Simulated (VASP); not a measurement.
# Adsorption sites of H on Cu(100)

Aim: adsorption energies of H on the high-symmetry sites of Cu(100), at a coverage of 1/4.

Program: VASP 6.6.1. Level of theory: RPBE; plane waves and PAW (Cu), in the first sound run; inputs show where later runs differ. Results are calculated unless marked as measured.

Most raw output is cut from this account.

## 1. The starting structure

Symmetry: Fm-3m, No. 225, cubic system. The conventional cell has a = 3.610 Å, b = 3.610 Å, c = 3.610 Å, α = 90.00°, β = 90.00°, γ = 90.00°. Nearest to Cu lie 12 Cu at 2.55 Å.

As a file:

```
Cu
1.0
     0.00000    1.80500    1.80500
     1.80500    0.00000    1.80500
     1.80500    1.80500    0.00000
Cu
1
Direct
  0.00000 0.00000 0.00000
```

## 2. The bulk reference, job relaxation, k-mesh 18×18×18

The bulk crystal is relaxed first, so that the slabs are cut at this functional's lattice.

Contents of INCAR:

```
SYSTEM = Cu
PREC = Accurate
ENCUT = 430
EDIFF = 1E-06
NELM = 120
ISMEAR = 1
SIGMA = 0.15
LREAL = .FALSE.
ALGO = Normal
GGA = RP
NBANDS = 11
LASPH = .TRUE.
LORBIT = 11
LWAVE = .FALSE.
LCHARG = .FALSE.
KPAR = 4
IBRION = 2
NSW = 30
ISIF = 3
EDIFFG = -0.01
POTIM = 0.4
```

Contents of POSCAR:

```
Cu
1.0
    0.0000000000      1.8050000000      1.8050000000
    1.8050000000      0.0000000000      1.8050000000
    1.8050000000      1.8050000000      0.0000000000
Cu
1
Direct
    0.0000000000      0.0000000000      0.0000000000
```

Contents of KPOINTS:

```
Automatic mesh
0
Gamma
18 18 18
0 0 0
```

Potentials, in the order of the species: Cu (PBE family, release 64).

Command:

```sh
> mpirun -np 4 vasp_std
```

Elapsed: 7.8 s, on 4 MPI ranks of AMD EPYC 9R45, shared host; peak memory 0.46 GiB.

This run has no spin polarisation. Its electron count is odd, so without a moment it is a metal by construction. The PAW data sets were made with PBE, which is usual practice but a small mismatch for other functionals. The run keeps the 48 symmetry operations of its start, so it cannot find a distortion of lower symmetry.

Step by step:

| step | energy less that of the first step (eV) | largest force (eV/Å) | pressure (GPa) | volume (Å³) |
| --- | --- | --- | --- | --- |
| 1 | 0.0000 | 0.0000 | 7.29 | 11.76 |
| 2 | -0.0127 | 0.0000 | -1.22 | 12.51 |
| 3 | -0.0132 | 0.0000 | 0.05 | 12.38 |

| conventional cell, symmetrised | before | after | change |
| --- | --- | --- | --- |
| a (Å) | 3.610 | 3.672 | +1.7 % |
| b (Å) | 3.610 | 3.672 | +1.7 % |
| c (Å) | 3.610 | 3.672 | +1.7 % |
| volume (Å³/atom) | 11.76 | 12.38 | +5.2 % |

The relaxed structure:

```xyz
1
Lattice="0.0000 1.8359 1.8359 1.8359 0.0000 1.8359 1.8359 1.8359 0.0000" Properties=species:S:1:pos:R:3 pbc="T T T"
Cu    0.0000    0.0000    0.0000
```

This step gave:

```
electronic cycles       : 27
electrons               : 11
free energy (TOTEN)     : -3.251 eV
energy at zero smearing : -3.251 eV
Fermi energy            : 7.154 eV
metallic                : yes
```

The run ended after 3 ionic steps, 0.013 eV below its first step, once forces and stress met EDIFFG = -0.01.

Energy at zero smearing: -3.25095 eV.

## 3. The bulk reference, job self-consistent run, k-mesh 22×22×22

Contents of INCAR:

```
SYSTEM = Cu
PREC = Normal
ENCUT = 330
EDIFF = 1E-06
NELM = 120
ISMEAR = 1
SIGMA = 0.15
LREAL = .FALSE.
ALGO = Fast
GGA = RP
NBANDS = 11
LASPH = .TRUE.
LORBIT = 11
LWAVE = .FALSE.
LCHARG = .FALSE.
KPAR = 4
```

Contents of POSCAR:

```
Cu
1.0
    0.0000000000      1.8358745913      1.8358745913
    1.8358745913      0.0000000000      1.8358745913
    1.8358745913      1.8358745913      0.0000000000
Cu
1
Direct
    0.0000000000      0.0000000000      0.0000000000
```

Contents of KPOINTS:

```
Automatic mesh
0
Gamma
22 22 22
0 0 0
```

Command:

```sh
> mpirun -np 4 vasp_std
```

Elapsed: 3.2 s, on 4 MPI ranks; peak memory 0.37 GiB; 10 s of CPU time.

Numbers from this step:

```
electronic cycles       : 13
free energy (TOTEN)     : -3.263 eV
energy at zero smearing : -3.263 eV
Fermi energy            : 7.165 eV
```

Energy at zero smearing: -3.26261 eV.

The run ends at a pressure of 0.87 GPa.

## 4. Relaxing the slab

System of this step: Cu(100). The cell holds 16 atoms: 16 Cu. Its edges and angles: a = 5.193 Å, b = 5.193 Å, c = 20.508 Å, α = 90.0°, β = 90.0°, γ = 90.0°. It derives from Cu. 4 layers of fcc Cu, cut at this functional's lattice. Vacuum lies along c.

The free atoms relax, while those held by selective dynamics keep their cut positions.

Contents of INCAR:

```
SYSTEM = Cu
PREC = Normal
ENCUT = 330
EDIFF = 1E-05
NELM = 120
ISMEAR = 1
SIGMA = 0.15
LREAL = Auto
ALGO = Fast
GGA = RP
NBANDS = 109
LASPH = .TRUE.
LORBIT = 11
LWAVE = .FALSE.
LCHARG = .FALSE.
KPAR = 2
NCORE = 2
IBRION = 2
NSW = 40
ISIF = 2
EDIFFG = -0.03
POTIM = 0.4
MAXMIX = 40
IDIPOL = 3
LDIPOL = .TRUE.
DIPOL = 0.5 0.5 0.5
```

Contents of POSCAR:

```
Cu
1.0
    5.1926374917      0.0000000000      0.0000000000
    0.0000000000      5.1926374917      0.0000000000
    0.0000000000      0.0000000000     20.5076237739
Cu
16
Selective dynamics
Direct
    0.2500000000      0.2500000000      0.3657176500  F F F
    0.7500000000      0.2500000000      0.3657176500  F F F
    0.2500000000      0.7500000000      0.3657176500  F F F
    0.7500000000      0.7500000000      0.3657176500  F F F
    0.0000000000      0.0000000000      0.4552392200  F F F
    0.5000000000      0.0000000000      0.4552392200  F F F
    0.0000000000      0.5000000000      0.4552392200  F F F
    0.5000000000      0.5000000000      0.4552392200  F F F
    0.2500000000      0.2500000000      0.5447607800  T T T
    0.7500000000      0.2500000000      0.5447607800  T T T
    0.2500000000      0.7500000000      0.5447607800  T T T
    0.7500000000      0.7500000000      0.5447607800  T T T
    0.0000000000      0.0000000000      0.6342823500  T T T
    0.5000000000      0.0000000000      0.6342823500  T T T
    0.0000000000      0.5000000000      0.6342823500  T T T
    0.5000000000      0.5000000000      0.6342823500  T T T
```

Contents of KPOINTS:

```
Automatic mesh
0
Gamma
5 5 1
0 0 0
```

Command:

```sh
> mpirun -np 4 vasp_std
```

Elapsed: 55 s, on 4 MPI ranks; peak memory 0.76 GiB; 3.6 min of CPU time.

The run keeps the 8 symmetry operations of its start, so it cannot find a distortion of lower symmetry.

Step by step:

| step | energy less that of the first step (eV) | largest force (eV/Å) |
| --- | --- | --- |
| 1 | 0.0000 | 0.2268 |
| 2 | -0.0103 | 0.1509 |
| 3 | -0.0186 | 0.0360 |
| 4 | -0.0191 | 0.0147 |

The atoms that moved most (Å):

| atom | dx | dy | dz | length |
| --- | --- | --- | --- | --- |
| Cu12 | 0.000 | 0.000 | 0.026 | 0.026 |
| Cu11 | 0.000 | 0.000 | 0.026 | 0.026 |
| Cu10 | 0.000 | 0.000 | 0.026 | 0.026 |
| Cu9 | 0.000 | 0.000 | 0.026 | 0.026 |
| Cu16 | 0.000 | 0.000 | -0.019 | 0.019 |
| Cu15 | 0.000 | 0.000 | -0.019 | 0.019 |
| Cu14 | 0.000 | 0.000 | -0.019 | 0.019 |
| Cu13 | 0.000 | 0.000 | -0.019 | 0.019 |

The relaxed structure:

```xyz
16
Lattice="5.1926 0.0000 0.0000 0.0000 5.1926 0.0000 0.0000 0.0000 20.5076" Properties=species:S:1:pos:R:3
Cu    1.2982    1.2982    7.5000
Cu    3.8945    1.2982    7.5000
Cu    1.2982    3.8945    7.5000
Cu    3.8945    3.8945    7.5000
Cu    0.0000    0.0000    9.3359
Cu    2.5963    0.0000    9.3359
Cu    0.0000    2.5963    9.3359
Cu    2.5963    2.5963    9.3359
Cu    1.2982    1.2982   11.1982
Cu    3.8945    1.2982   11.1982
Cu    1.2982    3.8945   11.1982
Cu    3.8945    3.8945   11.1982
Cu    0.0000    0.0000   12.9885
Cu    2.5963    0.0000   12.9885
Cu    0.0000    2.5963   12.9885
Cu    2.5963    2.5963   12.9885
```

This step gave:

| Property | Result |
| --- | --- |
| electronic cycles | 45 |
| electrons | 176 |
| free energy (TOTEN) | -48.00 eV |
| energy at zero smearing | -47.99 eV |
| Fermi energy | -0.1411 eV |
| dipole moment | 0, 0, -0.002175 e·Å |

The run ended after 4 ionic steps, 0.019 eV below its first step, once the forces on the free atoms met EDIFFG = -0.03.

## 5. Vacuum level and density of states

A static run writes the electrostatic potential without exchange and correlation (LVHAR), which is flat in the vacuum and gives the level to count from. The dipole correction cancels the field that unlike faces would set up across the vacuum.

Contents of INCAR:

```
SYSTEM = Cu
PREC = Normal
ENCUT = 330
EDIFF = 1E-06
NELM = 120
ISMEAR = 1
SIGMA = 0.15
LREAL = Auto
ALGO = Fast
GGA = RP
NBANDS = 109
LASPH = .TRUE.
LORBIT = 11
LWAVE = .FALSE.
LCHARG = .FALSE.
KPAR = 2
NCORE = 2
IDIPOL = 3
LDIPOL = .TRUE.
DIPOL = 0.5 0.5 0.5
LVHAR = .TRUE.
LVACPOTAV = .TRUE.
NEDOS = 1500
```

Contents of POSCAR:

```
Cu
1.0
    5.1926374917      0.0000000000      0.0000000000
    0.0000000000      5.1926374917      0.0000000000
    0.0000000000      0.0000000000     20.5076237739
Cu
16
Selective dynamics
Direct
    0.2500000000      0.2500000000      0.3657176500  F F F
    0.7500000000      0.2500000000      0.3657176500  F F F
    0.2500000000      0.7500000000      0.3657176500  F F F
    0.7500000000      0.7500000000      0.3657176500  F F F
    0.0000000000      0.0000000000      0.4552392200  F F F
    0.5000000000      0.0000000000      0.4552392200  F F F
    0.0000000000      0.5000000000      0.4552392200  F F F
    0.5000000000      0.5000000000      0.4552392200  F F F
    0.2500000000      0.2500000000      0.5460484975  T T T
    0.7500000000      0.2500000000      0.5460484975  T T T
    0.2500000000      0.7500000000      0.5460484975  T T T
    0.7500000000      0.7500000000      0.5460484975  T T T
    0.0000000000      0.0000000000      0.6333476706  T T T
    0.5000000000      0.0000000000      0.6333476706  T T T
    0.0000000000      0.5000000000      0.6333476706  T T T
    0.5000000000      0.5000000000      0.6333476706  T T T
```

KPOINTS is that of step 4.

Command:

```sh
> mpirun -np 4 vasp_std
```

The job ended after 32 s (4 MPI ranks; peak memory 0.72 GiB; 2.1 min of CPU time).

This step gave:

```
electronic cycles                          : 26
Fermi energy                               : -0.1413 eV
dipole moment                              : 0, 0, -0.00223 e·Å
vacuum levels                              : 4.162, 4.177 eV
work functions of the upper and lower face : 4.303, 4.318 eV
```

The planar average of the electrostatic potential oscillates, so the rows of the table below give means over windows of 1 Å about each position, cut where the curve ends. Its maxima inside the range that stand out by 2 % of the span (Å: eV): 8.4: -1.07, 10.3: -0.863, 12.1: -1.60. Its minima: 7.5: -12.0, 9.3: -12.2, 11.2: -12.2, 13.0: -12.0.

Zero at the Fermi level. Planar average of the electrostatic potential against height; means over each step:

| height (Å) | planar average of the electrostatic potential (eV) |
| --- | --- |
| 0 | 4.32 |
| 1 | 4.33 |
| 2 | 4.33 |
| 3 | 4.32 |
| 4 | 4.32 |
| 5 | 4.24 |
| 6 | 3.34 |
| 7 | -5.91 |
| 8 | -6.55 |
| 9 | -8.43 |
| 10 | -5.04 |
| 11 | -9.56 |
| 12 | -4.75 |
| 13 | -10.0 |
| 14 | 0.579 |
| 15 | 4.03 |
| 16 | 4.28 |
| 17 | 4.31 |
| 18 | 4.31 |
| 19 | 4.31 |
| 20 | 4.31 |

Density of states in the PAW spheres, an atom over height of the layer and energy from the Fermi level.

Ten even steps from '0' (0.01 states/eV) to '9' (5.51 states/eV), each cell a mean:
```
0000
0000
0000
0000
1111
9669
9669
8548
5675
3543
2442
1441
0120
0000
0000
0000
0000
0000
0000
0000
0000
0000
```
Columns: height of the layer (Å) from 7.5 to 13; rows upwards: energy from the Fermi level (eV) from -7.9 to 0.5.

Force by atom:

| atom | x (eV/Å) | y (eV/Å) | z (eV/Å) | size |
| --- | --- | --- | --- | --- |
| Cu1 | 0.000 | 0.000 | 0.169 | 0.169 |
| Cu2 | 0.000 | 0.000 | 0.169 | 0.169 |
| Cu3 | 0.000 | 0.000 | 0.169 | 0.169 |
| Cu4 | 0.000 | 0.000 | 0.169 | 0.169 |
| Cu5 | 0.000 | 0.000 | -0.148 | 0.148 |
| Cu6 | 0.000 | 0.000 | -0.148 | 0.148 |
| Cu7 | 0.000 | 0.000 | -0.148 | 0.148 |
| Cu8 | 0.000 | 0.000 | -0.148 | 0.148 |
| Cu9 | 0.000 | 0.000 | -0.002 | 0.002 |
| Cu10 | 0.000 | 0.000 | -0.002 | 0.002 |
| Cu11 | 0.000 | 0.000 | -0.002 | 0.002 |
| Cu12 | 0.000 | 0.000 | -0.002 | 0.002 |
| Cu13 | 0.000 | 0.000 | -0.019 | 0.019 |
| Cu14 | 0.000 | 0.000 | -0.019 | 0.019 |
| Cu15 | 0.000 | 0.000 | -0.019 | 0.019 |
| Cu16 | 0.000 | 0.000 | -0.019 | 0.019 |

The map of layer states is cut here 0.5 eV above the Fermi level, so it leaves out the states above that.

The vacuum level lies 4.30 eV above the Fermi level at the upper face; both faces agree, as the slab has next to no dipole.

The program found no field-free point at its default tolerance, but its printed level agrees with the flat part of the planar average.

On this mesh the fine structure of the density of states is sampling noise, and high empty states may be cut by the number of bands.

## 6. Relaxing the atoms

This step: RPBE; plane waves and PAW (H) (VASP 6.6.1).

System of this step: H2. The cell holds 2 atoms: 2 H. Cell: a = 11.000 Å, b = 11.500 Å, c = 13.000 Å, α = 90.0°, β = 90.0°, γ = 90.0°. Vacuum lies along a, b and c.

The reference for H is the H2 molecule, relaxed in a box at the cutoff of the large cell.

Contents of INCAR:

```
SYSTEM = H
PREC = Normal
ENCUT = 330
EDIFF = 1E-05
NELM = 120
ISMEAR = 0
SIGMA = 0.01
LREAL = .FALSE.
ALGO = Fast
GGA = RP
NBANDS = 7
LORBIT = 11
LWAVE = .FALSE.
LCHARG = .FALSE.
NCORE = 4
IBRION = 2
NSW = 20
ISIF = 2
EDIFFG = -0.03
POTIM = 0.4
MAXMIX = 40
ISYM = 0
```

Contents of POSCAR:

```
H
1.0
   11.0000000000      0.0000000000      0.0000000000
    0.0000000000     11.5000000000      0.0000000000
    0.0000000000      0.0000000000     13.0000000000
H
2
Direct
    0.5000000000      0.5000000000      0.4715384600
    0.5000000000      0.5000000000      0.5284615400
```

Contents of KPOINTS:

```
Automatic mesh
0
Gamma
1 1 1
0 0 0
```

Potentials, in the order of the species: H (PBE family, release 64).

Command:

```sh
> mpirun -np 4 vasp_gam
```

Wall time 3.8 s (4 MPI ranks); peak memory 0.69 GiB; 13 s of CPU time.

Step by step:

| step | energy less that of the first step (eV) | largest force (eV/Å) |
| --- | --- | --- |
| 1 | 0.0000 | 0.2695 |
| 2 | 0.0018 | 0.4256 |
| 3 | -0.0010 | 0.0033 |

This step gave:

```yaml
electrons: 2
free_energy_toten: -6.956 eV
gap_between_the_highest_filled_and_lowest_empty_level: 10.21 eV
```

The run ended after 3 ionic steps, 0.001 eV below its first step, once the forces on the free atoms met EDIFFG = -0.03.

Energy at zero smearing: -6.95649 eV.

## 7. Relaxing the adsorbate, site ontop

This step: RPBE; plane waves and PAW (Cu, H) (VASP 6.6.1).

System of this step: Cu16H (Cu(100)). The cell holds 17 atoms: 16 Cu and 1 H. Cell: a = 5.193 Å, b = 5.193 Å, c = 20.508 Å, α = 90.0°, β = 90.0°, γ = 90.0°. It derives from Cu. H over the ontop site of Cu(100). Vacuum lies along c.

The adsorbate starts over a high-symmetry site, and it relaxes with the upper layers within that symmetry.

Contents of INCAR:

```
SYSTEM = Cu16H
PREC = Normal
ENCUT = 330
EDIFF = 1E-05
NELM = 120
ISMEAR = 1
SIGMA = 0.15
LREAL = Auto
ALGO = Fast
GGA = RP
NBANDS = 109
LASPH = .TRUE.
LORBIT = 11
LWAVE = .FALSE.
LCHARG = .FALSE.
KPAR = 2
NCORE = 2
IBRION = 2
NSW = 50
ISIF = 2
EDIFFG = -0.03
POTIM = 0.4
MAXMIX = 40
IDIPOL = 3
LDIPOL = .TRUE.
DIPOL = 0.5 0.5 0.512
```

Contents of POSCAR:

```
Cu16H
1.0
    5.1926374917      0.0000000000      0.0000000000
    0.0000000000      5.1926374917      0.0000000000
    0.0000000000      0.0000000000     20.5076237739
Cu H
16 1
Selective dynamics
Direct
    0.2500000000      0.2500000000      0.3657176500  F F F
    0.7500000000      0.2500000000      0.3657176500  F F F
    0.2500000000      0.7500000000      0.3657176500  F F F
    0.7500000000      0.7500000000      0.3657176500  F F F
    0.0000000000      0.0000000000      0.4552392200  F F F
    0.5000000000      0.0000000000      0.4552392200  F F F
    0.0000000000      0.5000000000      0.4552392200  F F F
    0.5000000000      0.5000000000      0.4552392200  F F F
    0.2500000000      0.2500000000      0.5460485000  T T T
    0.7500000000      0.2500000000      0.5460485000  T T T
    0.2500000000      0.7500000000      0.5460485000  T T T
    0.7500000000      0.7500000000      0.5460485000  T T T
    0.0000000000      0.0000000000      0.6333476700  T T T
    0.5000000000      0.0000000000      0.6333476700  T T T
    0.0000000000      0.5000000000      0.6333476700  T T T
    0.5000000000      0.5000000000      0.6333476700  T T T
    0.0000000000      0.0000000000      0.7089293200  T T T
```

Contents of KPOINTS:

```
Automatic mesh
0
Gamma
5 5 1
0 0 0
```

Potentials, in the order of the species: Cu and H (PBE family, release 64).

Command:

```sh
> mpirun -np 4 vasp_std
```

Wall time 2.5 min (4 MPI ranks); peak memory 0.79 GiB; 9.9 min of CPU time.

Step by step:

| step | energy less that of the first step (eV) | largest force (eV/Å) |
| --- | --- | --- |
| 1 | 0.0000 | 0.3905 |
| 2 | -0.0073 | 0.1155 |
| 3 | -0.0080 | 0.1085 |
| 4 | -0.0097 | 0.0963 |
| 5 | -0.0122 | 0.0860 |
| 6 | -0.0032 | 0.1953 |
| 7 | -0.0109 | 0.0644 |
| 8 | -0.0111 | 0.0542 |
| 9 | -0.0111 | 0.0605 |
| 10 | -0.0117 | 0.0366 |
| 11 | -0.0117 | 0.0318 |
| 12 | -0.0117 | 0.0390 |
| 13 | -0.0117 | 0.0335 |
| 14 | -0.0121 | 0.0255 |

The atoms that moved most (Å):

| atom | dx | dy | dz | length |
| --- | --- | --- | --- | --- |
| Cu16 | 0.000 | 0.000 | -0.042 | 0.042 |
| Cu13 | 0.000 | 0.000 | 0.028 | 0.028 |
| Cu14 | 0.000 | 0.000 | 0.022 | 0.022 |
| Cu15 | 0.000 | 0.000 | 0.022 | 0.022 |
| Cu9 | -0.002 | -0.002 | -0.012 | 0.012 |
| Cu10 | 0.002 | -0.002 | -0.012 | 0.012 |
| Cu11 | -0.002 | 0.002 | -0.012 | 0.012 |
| Cu12 | 0.002 | 0.002 | -0.012 | 0.012 |

Final coordinates:

```xyz
17
Lattice="5.1926 0.0000 0.0000 0.0000 5.1926 0.0000 0.0000 0.0000 20.5076" Properties=species:S:1:pos:R:3
Cu    1.2982    1.2982    7.5000
Cu    3.8945    1.2982    7.5000
Cu    1.2982    3.8945    7.5000
Cu    3.8945    3.8945    7.5000
Cu    0.0000    0.0000    9.3359
Cu    2.5963    0.0000    9.3359
Cu    0.0000    2.5963    9.3359
Cu    2.5963    2.5963    9.3359
Cu    1.2964    1.2964   11.1861
Cu    3.8962    1.2964   11.1861
Cu    1.2964    3.8962   11.1861
Cu    3.8962    3.8962   11.1861
Cu    0.0000    0.0000   13.0165
Cu    2.5963    0.0000   13.0107
Cu    0.0000    2.5963   13.0107
Cu    2.5963    2.5963   12.9469
H     0.0000    0.0000   14.5424
```

This step gave:

```yaml
electronic_cycles: 113
electrons: 177
free_energy_toten: -50.9300 eV
energy_at_zero_smearing: -50.9295 eV
fermi_energy: -0.2607 eV
dipole_moment: 0, 0, 0.09284 e·Å
```

The run ended after 14 ionic steps, 0.012 eV below its first step, once the forces on the free atoms met EDIFFG = -0.03.

VASP counts the dipole in electrons times Å, so a positive number points the physical dipole along −c.

[end of part 1 of 2]

[Lines on the potential files, build, host, timing and source positions are cut from VASP's logs without a mark.]

[Logs are printed without paths, hosts, clocks, repeated set-up lines and the standing remarks that a program may print on its own settings, such as how far it seeks lower states.]

[Hosts, paths, dates, database ids (printed as entryN), source tags and the programs' standing remarks are cut or masked in the printed files.]

[Runs that stopped without an error message from VASP are left out.]
